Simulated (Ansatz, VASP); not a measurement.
## Cross-check of PbF2 (Fluorocronite) between VASP and Ansatz

Aim: how closely do two programs agree when they are given the same cell, functional and k mesh? The cell is taken from a series of VASP runs on this material, whose earlier steps may have relaxed, scaled or displaced it; both programs get it as it stands.

Program: Ansatz 0.2.0. Level of theory: plane waves, with VASP 6.6.1 beside it; single point at PBE with D3(BJ) and band structure at PBE with D3(BJ). Results are calculated unless marked as measured.

**1. Starting point**

Symmetry: Fm-3m, No. 225, cubic system. Conventional cell: a = 5.956 Å, b = 5.956 Å, c = 5.956 Å, α = 90.00°, β = 90.00°, γ = 90.00°. Pb has 8 F at 2.58 Å nearest. Nearest to F lie 4 Pb at 2.58 Å. Farther neighbours and most contacts between anions are not listed.

Structure file:

```
Pb F
1.0
     0.00000    2.97792    2.97792
     2.97792    0.00000    2.97792
     2.97792    2.97792    0.00000
Pb F
1 2
Direct
  0.00000 0.00000 0.00000
  0.25000 0.25000 0.25000
  0.75000 0.75000 0.75000
```

**2. VASP: single point, PBE with D3(BJ)**

A single point gives forces, pressure and levels at one fixed geometry, so differences don't come from the geometry; what else differs is listed under the comparison.

Lines of VASP's logs that name or quote its potential files are left out, and so is its time.

INCAR reads:

```
SYSTEM = PbF2
PREC = Accurate
ENCUT = 520
EDIFF = 1E-06
NELM = 100
ISMEAR = 0
SIGMA = 0.05
LREAL = .FALSE.
ALGO = Normal
GGA = PE
IVDW = 12
NBANDS = 20
LORBIT = 11
LWAVE = .FALSE.
LCHARG = .TRUE.
ISIF = 2
LELF = .TRUE.
LVHAR = .TRUE.
```

POSCAR reads:

```
PbF2
1.0
    0.0000000000      2.9779238876      2.9779238876
    2.9779238876      0.0000000000      2.9779238876
    2.9779238876      2.9779238876      0.0000000000
Pb F
1 2
Direct
    0.0000000000      0.0000000000      0.0000000000
    0.2500000000      0.2500000000      0.2500000000
    0.7500000000      0.7500000000      0.7500000000
```

KPOINTS reads:

```
Automatic mesh
0
Gamma
7 7 7
0 0 0
```

Potentials, in the order of the species: Pb_d and F (PBE family, release 64).

Launch:

```
$ mpirun -np 2 vasp_std
```

Numbers of over 12 decimals in the logs are rounded to 6 here.

What it wrote:

```text
[banner, memory and clock lines left out]
running    2 mpi-ranks, on    1 nodes
 distrk:  each k-point on    2 cores,    1 groups
 distr:  one band on    1 cores,    2 groups

 POSCAR found type information on POSCAR PbF
 POSCAR found :  2 types and       3 ions
 LDA part: xc-table for (Slater+PW92), standard interpolation
 POSCAR, INCAR and KPOINTS ok, starting setup
 FFT: planning ... GRIDC
 FFT: planning ... GRID_SOFT
 FFT: planning ... GRID
 WAVECAR not read
 entering main loop
       N       E                     dE             d eps       ncg     rms          rms(c)
DAV:   1     0.304098680026E+03    0.30410E+03   -0.14782E+04   800   0.161E+03
DAV:   2     0.120074100698E+02   -0.29209E+03   -0.27469E+03   856   0.436E+02
DAV:   3    -0.154764050358E+02   -0.27484E+02   -0.27090E+02   960   0.144E+02
DAV:   4    -0.162815858306E+02   -0.80518E+00   -0.80413E+00   920   0.254E+01
DAV:   5    -0.163085313394E+02   -0.26946E-01   -0.26942E-01  1000   0.487E+00    0.803E+00
DAV:   6    -0.143532715974E+02    0.19553E+01   -0.94264E+00  1104   0.244E+01    0.270E+00
DAV:   7    -0.143498718457E+02    0.33998E-02   -0.46633E-01   832   0.426E+00    0.157E+00
DAV:   8    -0.143463095894E+02    0.35623E-02   -0.10339E-01   840   0.365E+00    0.523E-01
DAV:   9    -0.143433383426E+02    0.29712E-02   -0.20207E-02  1016   0.106E+00    0.103E-01
DAV:  10    -0.143444994523E+02   -0.11611E-02   -0.16355E-03   808   0.379E-01    0.337E-02
DAV:  11    -0.143444776833E+02    0.21769E-04   -0.14518E-04   944   0.109E-01    0.104E-02
DAV:  12    -0.143444895273E+02   -0.11844E-04   -0.40131E-05   860   0.563E-02    0.111E-02
DAV:  13    -0.143444873127E+02    0.22146E-05   -0.15835E-05  1024   0.384E-02    0.165E-03
DAV:  14    -0.143444873682E+02   -0.55523E-07   -0.68713E-07   632   0.627E-03
   1 F= -.14798455E+02 E0= -.14798455E+02  d E =-.896772E-17
```

OUTCAR, selected parts (step 2):

```text
ion  position               nearest neighbor table
   1  0.000  0.000  0.000-   2 2.58   3 2.58   3 2.58   3 2.58   3 2.58   2 2.58   2 2.58   2 2.58

  LATTYP: Found a face centered cubic cell.
 ALAT       =     5.9558477752

 Subroutine GETGRP returns: Found 48 space group operations
 (whereof 48 operations were pure point group operations)

The static configuration has the point symmetry O_h .

 Found     20 irreducible k-points:

   k-points           NKPTS =     20   k-points in BZ     NKDIM =     20   number of bands    NBANDS=     20

   dimension x,y,z NGX =    32 NGY =   32 NGZ =   32
   dimension x,y,z NGXF=    64 NGYF=   64 NGZF=   64

   ENCUT  =  520.0 eV  38.22 Ry    6.18 a.u.   7.83  7.83  7.83*2*pi/ulx,y,z

   NELECT =      28.0000    total number of electrons

 k-points in reciprocal lattice and weights: Automatic mesh
   0.00000000  0.00000000  0.00000000       0.003
   0.14285714  0.00000000  0.00000000       0.023
   0.28571429  0.00000000  0.00000000       0.023
   0.42857143  0.00000000  0.00000000       0.023
   0.14285714  0.14285714  0.00000000       0.017
   0.28571429  0.14285714  0.00000000       0.070
   0.42857143  0.14285714  0.00000000       0.070
  -0.42857143  0.14285714  0.00000000       0.070
  -0.28571429  0.14285714  0.00000000       0.070
[...]
-0.42857143  0.42857143  0.14285714       0.070
  -0.28571429  0.42857143  0.14285714       0.070

 average (electrostatic) potential at core
       1 -93.2235       2 -75.3811       3 -75.3811

 E-fermi :   1.9908

 k-point     1 :       0.0000    0.0000    0.0000
  band No.  band energies     occupation
    ...
     10      -0.6679      2.00000
     11      -0.6679      2.00000
     12      -0.1750      2.00000
     13      -0.1750      2.00000
     14      -0.1750      2.00000
     15       8.4732      0.00000
     16       8.4732      0.00000
     17       8.4732      0.00000
     18      12.3174      0.00000
     19      16.8319      0.00000
    ...

 k-point     2 :       0.1429    0.0000    0.0000
  band No.  band energies     occupation
    ...
     10      -0.7056      2.00000
     11      -0.7056      2.00000
     12      -0.2069      2.00000
     13      -0.2069      2.00000
     14       0.3088      2.00000
     15       7.8327      0.00000
     16       8.6321      0.00000
     17       8.6321      0.00000
     18      13.4197      0.00000
     19      16.3198      0.00000
    ...

 k-point     3 :       0.2857    0.0000    0.0000
  band No.  band energies     occupation
    ...
     10      -0.7882      2.00000
     11      -0.7882      2.00000
     12      -0.2784      2.00000
     13      -0.2783      2.00000
     14       1.0917      2.00000
     15       7.0818      0.00000
     16       8.9953      0.00000
     17       8.9953      0.00000
     18      14.7257      0.00000
     19      15.7250      0.00000
    ...

 Edisp (eV)   -0.45397

  Total       0.01139     0.01139     0.01139     0.00000     0.00000    -0.00000
  in kB       0.34555     0.34555     0.34555     0.00000     0.00000    -0.00000
  external pressure =        0.35 kB  Pullay stress =        0.00 kB

  energy-cutoff  :      520.00
  volume of cell :       52.82
      direct lattice vectors                 reciprocal lattice vectors
     0.000000000  2.977923888  2.977923888    -0.167902209  0.167902209  0.167902209
     2.977923888  0.000000000  2.977923888     0.167902209 -0.167902209  0.167902209
     2.977923888  2.977923888  0.000000000     0.167902209  0.167902209 -0.167902209

 POSITION                                       TOTAL-FORCE (eV/Angst)
 -----------------------------------------------------------------------------------
      0.00000      0.00000      0.00000        -0.000000     -0.000000      0.000000
      1.48896      1.48896      1.48896         0.000000      0.000000     -0.000000
      4.46689      4.46689      4.46689         0.000000      0.000000      0.000000
 -----------------------------------------------------------------------------------
    total drift:                                0.000000     -0.000000      0.000000

  FREE ENERGIE OF THE ION-ELECTRON SYSTEM (eV)
  ---------------------------------------------------
  free  energy   TOTEN  =       -14.7984551573 eV

  energy  without entropy=      -14.7984551573  energy(sigma->0) =      -14.79845516

 total charge
# of ion       s       p       d       tot
------------------------------------------
    1        1.553   0.281   9.864  11.699
    2        1.742   4.324   0.000   6.065
    3        1.742   4.324   0.000   6.065
--------------------------------------------------
tot          5.037   8.928   9.864  23.829

[... 3 further parts left out ...]
```

The run ends at a pressure of 0.03 GPa.

**3. Ansatz: single point, PBE with D3(BJ)**

Ansatz runs on its default PAW (the set named soft_2) files.

The same cell, functional, mesh and smearing now go to Ansatz, which takes its cutoff from its data sets.

input.yaml reads:

```yaml
crystal:
  lattice:
    - [0.0, 2.9779238876, 2.9779238876]
    - [2.9779238876, 0.0, 2.9779238876]
    - [2.9779238876, 2.9779238876, 0.0]
  atoms:
    - { symbol: Pb, position: [0.0, 0.0, 0.0] }
    - { symbol: F, position: [0.25, 0.25, 0.25] }
    - { symbol: F, position: [0.75, 0.75, 0.75] }
hamiltonian:
  xc: pbe
  pseudopotentials: { kind: paw }
  dispersion: d3bj
kpoints:
  mp_grid: { grid: [7, 7, 7] }
scf:
  occupations: { method: gaussian, width: 0.05 }
  n_extra_bands: 4
output:
  forces: true
  stress: true
  eigenvalues: true
  write_density: true
  write_potential: true
  elf: true
  volumetric_format: npy
```

Launch:

```
$ ansatz run input.yaml --threads 2 --pin off --max-ram 4608MiB --backend cpu --events-out ev --progress --plain --runs-dir out
```

What it wrote:

```text
scf.n_extra_bands = 4 over 14 filled bands (N_el = 28.0): the run solves 18 bands
Engine: ansatz 0.2.0, aarch64-unknown-linux-gnu
Pseudopotentials: kind: paw
Pseudopotential: Pb, paw, valence charge 14, recommended cutoff 420 eV (normal), Pb.paw.azcp
Pseudopotential: F, paw, valence charge 7, recommended cutoff 420 eV (normal), F.paw.azcp
Functional definition: PBE
  parameter kappa = 0.804
  parameter beta = 0.066725
  exchange = pbe_x(kappa = kappa, mu = beta*pi^2/3)
  correlation = pbe_c(beta = beta)
Crystal: 3 atoms, lattice volume = 52.817 Å³
Basis set: ecut = 420 eV, 1037 PW (Γ), exchange–correlation on 60×60×60 points (8 copies of the dense FFT grid, shifted against one another)
Bands: 18, of which v1, the nominal top of the filled ones, is band 14 counted from 1 (13 counted from 0)
Symmetry: 48 space group operations
Space group: Fm-3m (ITA 225), of the structure as read, at distance tolerance 3.8e-5 Å
k-points: 20 of 343
Non-local potential: Pb, projectors of the file, l = 0: 2, l = 1: 2, l = 2: 2, l = 3: 2
Non-local potential: F, projectors of the file, l = 0: 2, l = 1: 2, l = 2: 1
PAW form: soft (Blöchl's): semilocal exchange-correlation on the pseudo side does not see the compensation charge
PAW one-centre angular grid: Pb, 590 points (default); XC on 64 Gauss nodes
PAW one-centre angular grid: F, 110 points (default); XC on 64 Gauss nodes
Initial density: superposition of atomic densities (neutral atoms: chi_scale 0, normalization atom), corrected by the library's trained network
Initial wavefunctions: pseudopotential atomic-orbital guess
Functional: x = pbe(κ = 0.804, μ = 0.219515), c = pbe(β = 0.066725)
SCF iter   1: F=—  HF=-13525.160986 eV  |F-HF|=—  |Δ(HF+E_count)|=         —  Δρ=4.82e-4  dr2=5.86e-5  ethr=1.77e-3  ⟨swp⟩=6.0  Hψ=1856  notcnv=0
preconditioner: auto → none  [insulator: Δε(μ)=4.462 eV  Ē_g=17.089 eV  σ=0.050 eV  W_gap=1.00  n_scr=14 (ndim 8)  ℏωp=27.0 eV  f_vac=0.138  D(μ)=0.00/eV (n_scr^D=0)  ε∞_Penn≈3.5]
SCF iter   2: F=—  HF=-13525.159983 eV  |F-HF|=—  |Δ(HF+E_count)|=   1.00e-3  Δρ=4.78e-4  dr2=5.34e-5  ethr=2.09e-7  ⟨swp⟩=3.1  Hψ=972  notcnv=0
SCF iter   3: F=—  HF=-13525.160009 eV  |F-HF|=—  |Δ(HF+E_count)|=   2.55e-5  Δρ=1.98e-4  dr2=5.01e-6  ethr=1.91e-7  ⟨swp⟩=2.1  Hψ=504  notcnv=0
SCF iter   4: F=—  HF=-13525.160052 eV  |F-HF|=—  |Δ(HF+E_count)|=   4.25e-5  Δρ=9.68e-5  dr2=3.09e-6  ethr=1.79e-8  ⟨swp⟩=2.0  Hψ=634  notcnv=0
SCF iter   5: F=—  HF=-13525.160051 eV  |F-HF|=—  |Δ(HF+E_count)|=   2.52e-7  Δρ=3.09e-5  dr2=3.01e-7  ethr=1.11e-8  ⟨swp⟩=2.1  Hψ=635  notcnv=0
SCF iter   6: F=-13525.160051 eV  HF=-13525.160051 eV  |F-HF|=1.89e-10  |Δ(HF+E_count)|=   1.16e-7  Δρ=3.54e-6  dr2=2.80e-9  ethr=3.57e-10  ⟨swp⟩=8.8  Hψ=2431  notcnv=0
SCF 1 converged in 6 iterations: F = -13525.160051 eV  dr2 = 2.80e-9
  greatest PAW one-centre occupation: 0.984 electrons in one spin orbital (limit 2), on the Pb atom at site 0 (counted from 0), in its partial waves of l = 2
SCF converged after 6 iterations
Free energy (F): -13525.160051 eV
Harris-Foulkes:  -13525.160051 eV  (|F-HF|=1.89e-10)
Internal energy: -13525.160051 eV  (E = F + TS)
E sigma→0 (E₀):  -13525.160051 eV
Fermi energy:    7.032474 eV
--- Per-component energies (eV) ---
  E_band       = -127.470459
  E_kinetic    = 698.137569
  E_local      = -2269.742170  (includes V_loc(G=0)·N_el)
  E_nonlocal   = 496.945323
  E_hartree    = 871.929840
  E_xc         = -381.684332
  E_vxc        = -338.185730  (∫ρ·V_xc dr)
  E_paw        = -10801.688589  (= ΣΔE_a)
  E_vpaw       = -458.489166  (= ΣTr[D̂ρ^β])
  E_aug_tail   = 0.004124  (compensation charges beyond the density's cutoff)
  E_ewald      = -2138.607723
  E_disp       = -0.454093  (pairwise vdW)
  E_smearing   = -0.000000  (= −TS)
  E_closure    = 0.000000  (closes the sum)
  Σ components = -13525.160051   (vs F -13525.160051, Δ=0.00e0)
--- Forces (eV/Å), atoms counted from 1 ---
  atom   1  Pb    -0.00000000     0.00000000    -0.00000000
  atom   2  F      0.00000000    -0.00000000     0.00000000
  atom   3  F      0.00000000    -0.00000000    -0.00000000
  max |Σ_I F_I| component: 2.31e-17 eV/Å
--- Stress (GPa, compression-positive) ---
        0.237137       0.000000      -0.000000
       -0.000000       0.237137       0.000000
       -0.000000      -0.000000       0.237137
  P = ⅓ Tr σ = 0.2371 GPa (2.371 kbar)
--- Band table (eV; the first three rows and the last of 20) ---
  k-point 0: bands = [... 10 lower, 2.4194, 2.9119, 2.9119, 2.9119, 11.5704, 11.5704, 11.5704, 15.4168]
  k-point 1: bands = [... 10 lower, 2.3822, 2.8800, 2.8800, 3.3977, 10.9301, 11.7290, 11.7290, 16.5174]
  k-point 2: bands = [... 10 lower, 2.2996, 2.8087, 2.8087, 4.1827, 10.1782, 12.0915, 12.0915, 17.8204]
  k-point 19: bands = [... 10 lower, 2.4420, 3.2310, 3.3405, 4.7990, 10.5834, 11.0683, 12.4034, 14.9926]
```

Elapsed: 1.8 s, on 2 threads of Arm Neoverse N1, shared host; peak memory 0.3 GiB; 2.9 s of CPU time.

The column dr2 measures how far the density is from self-consistency, as an energy; F and HF (Harris–Foulkes) agree once it is small.

The run ends at a pressure of 0.24 GPa.

**4. Differences**

Known differences besides the potentials themselves: the cutoff is 420 eV in Ansatz and 520 eV in VASP; VASP leaves aspherical gradient terms in its spheres out (LASPH is not set), Ansatz keeps them. Total energies have different zeros and are not compared.

The two programs side by side:

```
                                        quantity  Ansatz   VASP  difference
                                  pressure (GPa)    0.24   0.03       +0.20
pressure without Ansatz's Pulay correction (GPa)   -0.22   0.03       -0.26
                          gap on the k mesh (eV)   4.466  4.463      +0.003
```

A gap on the mesh is an upper bound, since the band edges may lie between its points; neither run holds spin-orbit coupling, which can move the band edges of a compound of Pb. Ansatz's pressure holds a Pulay correction of 0.46 GPa; VASP's holds none.

(Continued in part 2 of 2.)

[Lines on the potential files, build, host, timing and source positions are cut from VASP's logs without a mark.]

[Logs are printed without paths, hosts, clocks, repeated set-up lines and the standing remarks that a program may print on its own settings, such as how far it seeks lower states.]

[Hosts, paths, dates, database ids (printed as entryN), source tags and the programs' standing remarks are cut or masked in the printed files.]
